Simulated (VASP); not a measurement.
# CdNiSe3 (Pm-3m) in VASP: further runs

One crystal, CdNiSe3, is run at these levels: LDA, PBE; tasks: relaxation of cell and atoms.

Everything below comes from runs of VASP 6.6.1. Logs are shortened: lines on timing, memory, paths and dates and some standing lists are left out, and cuts for length are marked.

## 1. The structure

The structure is cubic, space group Pm-3m (No. 221). Conventional cell: a = 4.767 Å, b = 4.767 Å, c = 4.767 Å, α = 90.00°, β = 90.00°, γ = 90.00°. Cd (site symmetry m-3m) has 12 Se at 3.37 Å as nearest neighbours. Ni (site symmetry m-3m) has 6 Se at 2.38 Å as nearest neighbours. Se (site symmetry 4/mmm) has 2 Ni at 2.38 Å as nearest neighbours.

The cell was built by a generator and needn't be a form met in nature.

## 2. Relaxation of cell and atoms, LDA, collinear spin, ferromagnetic start

INCAR reads:

```
PREC = Accurate
ENCUT = 600
EDIFF = 1E-6
ISMEAR = -1
SIGMA = 0.05
LREAL = F
LASPH = T
NELM = 120
ALGO = Normal
ISIF = 3
LWAVE = F
LCHARG = F
ISPIN = 2
MAGMOM = 0 1 0 0 0
LORBIT = 11
LMAXMIX = 4
GGA = CA
IBRION = 2
NSW = 60
EDIFFG = -0.01
```

KPOINTS reads:

```
Automatic mesh
0
Gamma
  5 5 5
```

POSCAR reads:

```
CdNiSe3
1.0
    4.7673800000      0.0000000000      0.0000000000
    0.0000000000      4.7673800000      0.0000000000
    0.0000000000      0.0000000000      4.7673800000
Cd Ni Se
1 1 3
Direct
    0.5000000000      0.5000000000      0.5000000000
    0.0000000000      0.0000000000      0.0000000000
    0.5000000000      0.0000000000      0.0000000000
    0.0000000000      0.5000000000      0.0000000000
    0.0000000000      0.0000000000      0.5000000000
```

Potentials or basis: VASP PAW LDA potentials, release 64 (Cd, Ni, Se).

Run with:

```console
cat potpaw_LDA.64/Cd/POTCAR potpaw_LDA.64/Ni/POTCAR potpaw_LDA.64/Se/POTCAR > POTCAR
mpirun -np 1 vasp_std > vasp.out
```

OUTCAR:

```text
PREC = Accurate
   ENCUT = 600
   EDIFF = 1E-6
   ISMEAR = -1
   LREAL = F
   LASPH = T
   NELM = 120
   ISIF = 3
   ISPIN = 2
   LORBIT = 11
   GGA = CA
   IBRION = 2
   NSW = 60
   EDIFFG = -0.01

 ion  position               nearest neighbor table
   1  0.500  0.500  0.500-
   2  0.000  0.000  0.000-   3 2.38   4 2.38   5 2.38   5 2.38   4 2.38   3 2.38
   3  0.500  0.000  0.000-   2 2.38   2 2.38
   4  0.000  0.500  0.000-   2 2.38   2 2.38
   5  0.000  0.000  0.500-   2 2.38   2 2.38

  LATTYP: Found a simple cubic cell.
 ALAT       =     4.7673800000

  Lattice vectors:

 A1 = (   4.7673800000,   0.0000000000,   0.0000000000)
 A2 = (   0.0000000000,   4.7673800000,   0.0000000000)
 A3 = (   0.0000000000,   0.0000000000,   4.7673800000)

Analysis of symmetry for initial positions (statically):
=====================================================================
 Subroutine PRICEL returns:
 Original cell was already a primitive cell.

 Routine SETGRP: Setting up the symmetry group for a
 simple cubic supercell.

 Subroutine GETGRP returns: Found 48 space group operations
 (whereof 48 operations were pure point group operations)
 out of a pool of 48 trial point group operations.

The static configuration has the point symmetry O_h .

Analysis of symmetry for dynamics (positions and initial velocities):
=====================================================================
 Subroutine PRICEL returns:
 Original cell was already a primitive cell.

 Routine SETGRP: Setting up the symmetry group for a
 simple cubic supercell.

 Subroutine GETGRP returns: Found 48 space group operations
 (whereof 48 operations were pure point group operations)
 out of a pool of 48 trial point group operations.

The dynamic configuration has the point symmetry O_h .

Analysis of structural, dynamic, and magnetic symmetry:
=====================================================================
 Subroutine PRICEL returns:
 Original cell was already a primitive cell.

 Routine SETGRP: Setting up the symmetry group for a
 simple cubic supercell.

 Subroutine GETGRP returns: Found 48 space group operations
 (whereof 48 operations were pure point group operations)
 out of a pool of 48 trial point group operations.

The overall configuration has the point symmetry O_h .

 Subroutine INISYM returns: Found 48 space group operations
 (whereof 48 operations are pure point group operations),
 and found     1 'primitive' translations

[... 107 lines left out ...]
  Fermi-wavevector in a.u.,A,eV,Ry     =   1.174397  2.219289 18.765279  1.379209
  Thomas-Fermi vector in A             =   2.310795
   LORBIT       =     11    0 simple, 1 ext, 2 COOP (PROOUT), +10 PAW based schemes
   GGA     = CA    functional components
   LHFCALC =     F    Hartree Fock is set to
   AEXX    =    0.0000 exact exchange contribution
   IVDW    =     0    specifies the selected vdW correction
   LEPSILON=     F    determine dielectric tensor
   LRPA    =     F    only Hartree local field effects (RPA)
 conjugate gradient relaxation of ions
 spin polarized calculation
  energy-cutoff  :      600.00
  volume of cell :      108.35
 maximum number of plane-waves:      3695
 NGX is ok and might be reduce to    40
   NGX = 19   NGY = 19   NGZ = 19

--------------------------------------- Ionic step        1  -------------------------------------------

 number of electron      40.0000008 magnetization      -0.0002322

 number of electron      40.0000008 magnetization       0.0001462

 Free energy of the ion-electron system (eV)
  ---------------------------------------------------
  ext. energy  EPLUGINS =         0.00000000
  ---------------------------------------------------
  free energy    TOTEN  =       -19.49574732 eV

  energy without entropy =      -19.45263390  energy(sigma->0) =      -19.47419061

------------------------ aborting loop because EDIFF is reached ----------------------------------------

  FORCE on cell =-STRESS in cart. coord.  units (eV):
  Direction    XX          YY          ZZ          XY          YZ          ZX
  --------------------------------------------------------------------------------------
  -------------------------------------------------------------------------------------
  Total       -4.0608131     -4.0608131     -4.0608131      0.0000000      0.0000000     -0.0000000
  in kB      -60.0460260    -60.0460260    -60.0460260      0.0000000      0.0000000     -0.0000000
  external PRESSURE =     -60.0460260 kB  Pullay stress =       0.0000000 kB
[... 28 lines left out ...]
 number of electron      40.0000008 magnetization       0.0000066

 number of electron      40.0000008 magnetization      -0.0000065

 E-fermi :   4.6848     XC(G=0): -10.9746

 val. band max:        4.6556878328   @ k =   0.4000   0.4000   0.2000
 cond. band min:       4.7067306662   @ k =   0.4000   0.2000   0.2000
 fundamental gap:      0.0510428334
 Fermi energy:         4.6848212219

 spin component 1

 k-point     1 :       0.0000    0.0000    0.0000
  band No.  band energies     occupation
      1     -10.2721      1.00000
      2      -7.4801      1.00000
      3      -7.4801      1.00000
      4      -3.4337      1.00000
      5      -3.4337      1.00000
      6      -3.4337      1.00000
[... 592 lines left out ...]
 number of electron      39.9999998 magnetization      -0.0000053

 number of electron      39.9999998 magnetization       0.0000004

 Free energy of the ion-electron system (eV)
  ---------------------------------------------------
  ext. energy  EPLUGINS =         0.00000000
  ---------------------------------------------------
  free energy    TOTEN  =       -19.67434048 eV

  energy without entropy =      -19.63245680  energy(sigma->0) =      -19.65339864

 E-fermi :   4.3108     XC(G=0): -10.8120

 val. band max:        4.2771287706   @ k =   0.4000   0.4000   0.2000
 cond. band min:       4.3362984231   @ k =   0.4000   0.2000   0.2000
 fundamental gap:      0.0591696525
 Fermi energy:         4.3107991316

 spin component 1

 k-point     1 :       0.0000    0.0000    0.0000
  band No.  band energies     occupation
      1     -10.3959      1.00000
      2      -7.7716      1.00000
      3      -7.7716      1.00000
      4      -3.7699      1.00000
      5      -3.7699      1.00000
      6      -3.7699      1.00000
[... 584 lines left out ...]
  FREE ENERGIE OF THE ION-ELECTRON SYSTEM (eV)
  ---------------------------------------------------
  free  energy   TOTEN  =       -19.6743404791 eV

  energy  without entropy=      -19.6324567976  energy(sigma->0) =      -19.65339864

 reached required accuracy - stopping structural energy minimisation

 total charge

# of ion       s       p       d       tot
------------------------------------------
    1        0.448   0.146   9.549  10.143
    2        0.468   0.554   8.532   9.554
    3        1.505   2.224   0.052   3.781
    4        1.505   2.224   0.052   3.781
    5        1.505   2.224   0.052   3.781
--------------------------------------------------
tot          5.431   7.372  18.236  31.039

 magnetization (x)

# of ion       s       p       d       tot
------------------------------------------
    1       -0.000  -0.000  -0.000  -0.000
    2       -0.000  -0.000   0.000   0.000
    3        0.000  -0.000   0.000  -0.000
    4        0.000  -0.000   0.000  -0.000
    5        0.000  -0.000   0.000  -0.000
--------------------------------------------------
tot         -0.000  -0.000   0.000  -0.000
```

Run time: 97 s. Hardware: 1 thread of AMD EPYC 9R45 (Zen 5), shared host; peak memory 0.23 GiB.

What came out:

```
Free energy                                           : -19.6743 eV
Relaxed volume                                        : 19.89 Å³/atom
Relaxed cell                                          : a = 4.633 Å, b = 4.633 Å, c = 4.633 Å, α = 90.00°, β = 90.00°, γ = 90.00°
Space group after relaxing (to 0.05 Å)                : Pm-3m (No. 221)
Energy gained by relaxing                             : 35.7 meV/atom
Ionic steps                                           : 3
Pressure after relaxing                               : 0.1 GPa
Band gap on the k mesh                                : none (metal or under the smearing width)
Net moment                                            : 0.00 μB per cell
Valence electrons inside the program's atomic spheres : Cd 10.14; Ni 9.55; Se 3.78
```

The path:
```tsv
step	energy change (eV)	largest force (eV/Å)	pressure (GPa)	volume (Å³)
1	0.0000	0.0000	-6.00	108.35
2	-0.1453	0.0000	2.81	96.11
3	-0.1786	0.0000	0.05	99.47
```

Final structure:
```
Cd Ni Se
1.0
     4.63345    0.00000    0.00000
     0.00000    4.63345    0.00000
     0.00000    0.00000    4.63345
Cd Ni Se
1 1 3
Direct
  0.50000 0.50000 0.50000
  0.00000 0.00000 0.00000
  0.50000 0.00000 0.00000
  0.00000 0.50000 0.00000
  0.00000 0.00000 0.50000
```

With open d or f shells a metallic result of LDA can be an artefact of self-interaction; +U or a hybrid may open a gap.

## 3. Relaxation of cell and atoms, PBE, collinear spin, ferromagnetic start

Edit INCAR of step 2 so:

```diff
@@ -16,3 +16,3 @@
 LMAXMIX = 4
-GGA = CA
+GGA = PE
 IBRION = 2
```

KPOINTS is that of step 2.

POSCAR is that of step 2.

Potentials or basis: VASP PAW PBE potentials, release 64 (Cd, Ni, Se).

Run with:

```console
cat potpaw_PBE.64/Cd/POTCAR potpaw_PBE.64/Ni/POTCAR potpaw_PBE.64/Se/POTCAR > POTCAR
mpirun -np 1 vasp_std > vasp.out
```

Run time: 50 s. Hardware: 1 thread of AMD EPYC 9R45 (Zen 5), shared host; peak memory 0.28 GiB.

The run converged. Its results:

```yaml
Free_energy: -15.8410 eV
Pressure_after_relaxing: 0.0 GPa
Band_gap_on_the_k_mesh: none (metal or under the smearing width)
Net_moment: 0.00 μB per cell
Valence_electrons_inside_the_program's_atomic_spheres: Cd 10.11; Ni 9.34; Se 3.75
```

Final structure:
```
CELL_PARAMETERS angstrom
4.76738 0.00000 0.00000
0.00000 4.76738 0.00000
0.00000 0.00000 4.76738
ATOMIC_POSITIONS crystal
Cd 0.50000 0.50000 0.50000
Ni 0.00000 0.00000 0.00000
Se 0.50000 0.00000 0.00000
Se 0.00000 0.50000 0.00000
Se 0.00000 0.00000 0.50000
```

Levels at points of the mesh, in eV from the Fermi level:
Spin up:
| k point | band 17 | band 18 | band 19 | band 20 | band 21 | band 22 | band 23 | band 24 |
| --- | --- | --- | --- | --- | --- | --- | --- | --- |
| (0.00, 0.00, 0.00) | -1.36 | -0.76 | -0.76 | -0.76 | -0.06 | -0.06 | -0.06 | 3.50 |
Spin down:
```csv
k point,band 18,band 19,band 20,band 21,band 22,band 23
"(0.00, 0.00, 0.00)",-0.76,-0.76,-0.76,-0.06,-0.06,-0.06
```

Caveat: the relaxation stopped at its first step, so nothing moved.

## 4. For comparison

An earlier run on the cell as given: functional PBE; potentials or basis VASP PAW PBE potentials, release 64 (Cd, Ni, Se); cutoff 520 eV; k mesh 6 × 6 × 6; occupations fermi-dirac, width 0.05 eV; collinear spin, ferromagnetic start; starting moments [0.0, 1.0, 0.0, 0.0, 0.0] μB.

- Pressure: 0.0 GPa
- Band gap on the k mesh: none (metal or under the smearing width)
- Net moment: 0.00 μB per cell
- Valence electrons inside the program's atomic spheres: Cd 10.12; Ni 9.34; Se 3.74

## 5. Summary

| task | level | potentials or basis | cell | k mesh | cutoff (eV) | gap on the mesh (eV) | pressure (GPa) | moment (μB) |
| --- | --- | --- | --- | --- | --- | --- | --- | --- |
| relaxation of cell and atoms | LDA | VASP PAW LDA potentials, release 64 (Cd, Ni, Se) | relaxed | 5 × 5 × 5 | 600 | none | 0.1 | 0.00 |
| relaxation of cell and atoms | PBE | VASP PAW PBE potentials, release 64 (Cd, Ni, Se) | relaxed | 5 × 5 × 5 | 600 | none | 0.0 | 0.00 |
| single point | PBE | VASP PAW PBE potentials, release 64 (Cd, Ni, Se) | as given | 6 × 6 × 6 | 520 | none | 0.0 | 0.00 |

Alike in all rows: spin collinear, ferromagnetic start; smearing fermi-dirac 0.05 eV.

Caveats: the relaxation stopped at its first step, so nothing moved (some runs).

Total energies depend on the potentials used, so only differences within one code and one set of settings carry meaning.
